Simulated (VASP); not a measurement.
# SiO2 (Quartz): input slips in a band-gap run and what they do, part 2 of 2

Aim: see how common mistakes in a band-structure run show up, on SiO2 (Quartz). The starting structure is a measured crystal structure from the Crystallography Open Database. The atoms were first relaxed with LDA in that cell, in a run that isn't shown, and the relaxed structure is the one below.

VASP 6.6.1.

Results so far: reference 5.723 eV; a cutoff far too low 4.895 eV.

## 5. Bands with no empty bands

Level of this step: LDA; plane waves and PAW (Si, O) (VASP).

A slip made on purpose: no empty bands. Against step 2 the input has NBANDS = 24 and no band path (also changed: NELM).

INCAR

```
SYSTEM = SiO2
PREC = Accurate
ENCUT = 460
EDIFF = 1E-06
NELM = 60
ISMEAR = 0
SIGMA = 0.03
LREAL = .FALSE.
ALGO = Normal
GGA = CA
NBANDS = 24
LORBIT = 11
LWAVE = .FALSE.
LCHARG = .FALSE.
KPAR = 16
LASPH = .TRUE.
```

POSCAR

```
SiO2
1.0
    4.9209000000      0.0000000000      0.0000000000
   -2.4604500000      4.2616244095      0.0000000000
    0.0000000000      0.0000000000      5.4091000000
Si O
3 6
Direct
    0.5312129945      0.5312129945      0.0000000000
    0.0000000000      0.4687870055      0.3333333333
    0.4687870055      0.0000000000      0.6666666667
    0.1448427016      0.7315748149      0.5479944472
    0.8551572984      0.5867321133      0.1186722194
    0.5867321133      0.8551572984      0.8813277806
    0.7315748149      0.1448427016      0.4520055528
    0.2684251851      0.4132678867      0.2146611139
    0.4132678867      0.2684251851      0.7853388861
```

KPOINTS

```
Automatic mesh
0
Gamma
6 6 4
0 0 0
```

The projector-augmented-wave data sets are Si and O (LDA family, release 64).

Command:

```console
$ mpirun -np 16 vasp_std
```

Log:

```text
[... set-up lines as in an earlier step ...]
 entering main loop
       N       E                     dE             d eps       ncg     rms          rms(c)
DAV:   1     0.338930200057E+03    0.33893E+03   -0.24634E+04  1160   0.168E+03
DAV:   2    -0.639802595592E+02   -0.40291E+03   -0.40291E+03  1544   0.383E+02
DAV:   3    -0.873076385612E+02   -0.23327E+02   -0.23327E+02  1168   0.110E+02
DAV:   4    -0.878092666121E+02   -0.50163E+00   -0.50163E+00  1320   0.159E+01
[...]
DAV:  11    -0.779288281603E+02    0.28890E-04   -0.36480E-04  1152   0.140E-01    0.206E-02
DAV:  12    -0.779288288685E+02   -0.70812E-06   -0.10370E-05  1168   0.257E-02    0.282E-03
DAV:  13    -0.779288294193E+02   -0.55084E-06   -0.97367E-07   576   0.782E-03
 -----------------------------------------------------------------------------
|                                                                             |
|           W    W    AA    RRRRR   N    N  II  N    N   GGGG   !!!           |
|           W    W   A  A   R    R  NN   N  II  NN   N  G    G  !!!           |
|           W    W  A    A  R    R  N N  N  II  N N  N  G       !!!           |
|           W WW W  AAAAAA  RRRRR   N  N N  II  N  N N  G  GGG   !            |
|           WW  WW  A    A  R   R   N   NN  II  N   NN  G    G                |
|           W    W  A    A  R    R  N    N  II  N    N   GGGG   !!!           |
|                                                                             |
|     Your highest band is occupied at some k-points! Unless you are          |
|     performing a calculation for an insulator or semiconductor, without     |
|     unoccupied bands, you have included TOO FEW BANDS!! Please increase     |
|     the parameter NBANDS in file INCAR to ensure that the highest band      |
|     is unoccupied at all k-points. It is always recommended to include      |
|     a few unoccupied bands to accelerate the convergence of                 |
|     molecular-dynamics runs (even for insulators or semiconductors),        |
|     since the presence of unoccupied bands improves wavefunction            |
|     prediction and helps to suppress 'band-crossings'.                      |
|                                                                             |
 -----------------------------------------------------------------------------

   1 F= -.77928829E+02 E0= -.77928829E+02  d E =-.925927E-11
```

Wall time 4.6 s (16 MPI ranks of Intel Xeon 6975P-C (Granite Rapids), shared host); peak memory 3.2 GiB; 51 s of CPU time.

From OUTCAR (step 5):

```text
  Total       -1.0120492     -1.0120492     -0.9095510      0.0000000      0.0000000      0.0000000
  in kB      -14.2944515    -14.2944515    -12.8467401      0.0000000      0.0000000      0.0000000
  external PRESSURE =     -13.8118810 kB  Pullay stress =       0.0000000 kB

 POSITION                                       TOTAL-FORCE (eV/Angst)
 -----------------------------------------------------------------------------------
      1.30702      2.26383      0.00000        -0.007044     -0.012200     -0.000000
     -1.15343      1.99779      1.80303        -0.007044      0.012200     -0.000000
      2.30685      0.00000      3.60607         0.014087      0.000000     -0.000000
     -1.08725      3.11770      2.96416         0.009784      0.000832      0.015171
      2.76452      2.50043      0.64191        -0.005612     -0.008057     -0.015171
      0.78318      3.64436      4.76719        -0.004171     -0.008889      0.015171
      3.24363      0.61727      2.44494        -0.004171      0.008889     -0.015171
      0.30407      1.76119      1.16112        -0.005612      0.008057      0.015171
      1.37320      1.14393      4.24798         0.009784     -0.000832     -0.015171
 -----------------------------------------------------------------------------------
    total drift:                               -0.000015     -0.000027      0.000001

  FREE ENERGIE OF THE ION-ELECTRON SYSTEM (eV)
  ---------------------------------------------------
  free  energy   TOTEN  =       -77.9288294193 eV

  energy  without entropy=      -77.9288294193  energy(sigma->0) =      -77.92882942

[... 1 part as in an earlier step ...]

[... 2 further parts left out ...]
[key lines of the parts left out:]
E-fermi :   0.9521
```

The run converges, yet it holds no empty band, so no gap can be read from it.

## 6. Bands with a fixed density without a density file

A slip made on purpose: a fixed density without a density file. Against step 2 the input has ICHARG = 11 (also changed: NELM).

INCAR, as its differences from that of step 5:

```diff
@@ -10,3 +10,3 @@
 GGA = CA
-NBANDS = 24
+NBANDS = 46
 LORBIT = 11
@@ -16 +16,2 @@
 LASPH = .TRUE.
+ICHARG = 11
```

POSCAR is that of step 5.

KPOINTS is that of step 5.

KPOINTS_OPT

```
Line mode
8
Line-mode
Reciprocal
  0.00000000   0.00000000   0.00000000 GAMMA
  0.50000000   0.00000000   0.00000000 M

  0.50000000   0.00000000   0.00000000 M
  0.33333333   0.33333333   0.00000000 K

  0.33333333   0.33333333   0.00000000 K
  0.00000000   0.00000000   0.00000000 GAMMA

  0.00000000   0.00000000   0.00000000 GAMMA
  0.00000000   0.00000000   0.50000000 A

  0.00000000   0.00000000   0.50000000 A
  0.50000000   0.00000000   0.50000000 L

  0.50000000   0.00000000   0.50000000 L
  0.33333333   0.33333333   0.50000000 H

  0.33333333   0.33333333   0.50000000 H
  0.00000000   0.00000000   0.50000000 A

  0.50000000   0.00000000   0.50000000 L
  0.50000000   0.00000000   0.00000000 M

  0.33333333   0.33333333   0.00000000 K
  0.33333333   0.33333333   0.50000000 H
```

Command:

```console
$ mpirun -np 16 vasp_std
```

Log:

```text
 LDA part: xc-table for (Slater(with rela. corr.)+CA(PZ))
 , standard interpolation
 POSCAR, INCAR and KPOINTS ok, starting setup
 FFT: planning ... GRIDC
 FFT: planning ... GRID_SOFT
 FFT: planning ... GRID
 WAVECAR not read
 WARNING: CHGCAR is incomplete
 -----------------------------------------------------------------------------
|                                                                             |
|     EEEEEEE  RRRRRR   RRRRRR   OOOOOOO  RRRRRR      ###     ###     ###     |
|     E        R     R  R     R  O     O  R     R     ###     ###     ###     |
|     E        R     R  R     R  O     O  R     R     ###     ###     ###     |
|     EEEEE    RRRRRR   RRRRRR   O     O  RRRRRR       #       #       #      |
|     E        R   R    R   R    O     O  R   R                               |
|     E        R    R   R    R   O     O  R    R      ###     ###     ###     |
[...]
|                                                                             |
 -----------------------------------------------------------------------------

1
1
1
1
1
1
1
1
1
1
1
1
1
1
1
1

[... 2 parts as in an earlier step ...]
```

Run time: 8 s. Hardware: 16 MPI ranks.

VASP stopped with this message: “ERROR: charge density could not be read from file CHGCAR for ICHARG>10”.

## 7. All runs side by side

| run | ended | gap (eV) | change (eV) | core minutes |
| --- | --- | --- | --- | --- |
| reference | converged | 5.723 | - | 3.68 |
| a cutoff far too low | converged | 4.895 | -0.829 | 0.907 |
| a hybrid's name typed into the meta-GGA tag | stopped by VASP | - | - | 1.76 |
| no empty bands | converged | - | - | 1.23 |
| a fixed density without a density file | stopped by VASP | - | - | 2.13 |

Core minutes are wall time times ranks of the run shown, on a shared host.

## 8. Outcome

| Quantity | Value |
| --- | --- |
| reference gap | 5.723 eV |
| gap with a cutoff far too low | 4.895 eV |
| run with a hybrid's name typed into the meta-GGA tag | stopped by VASP |
| run with no empty bands | converged |
| run with a fixed density without a density file | stopped by VASP |

**Reading.** VASP stopped by itself in the runs with a hybrid's name typed into the meta-GGA tag and a fixed density without a density file. The run without empty bands converged, and still can't show a gap. Finished, but with signs in the output that stand out against the reference: a cutoff far too low, with the gap changed by -0.83 eV (signs: a stress of up to 213.6 GPa and forces of up to 0.56 eV/Å). Further runs on this material are not shown.

[Lines on the potential files, build, host, timing and source positions are cut from VASP's logs without a mark.]

[Logs are printed without paths, hosts, clocks, repeated set-up lines and the standing remarks that a program may print on its own settings, such as how far it seeks lower states.]

[Hosts, paths, dates, database ids (printed as entryN), source tags and the programs' standing remarks are cut or masked in the printed files.]
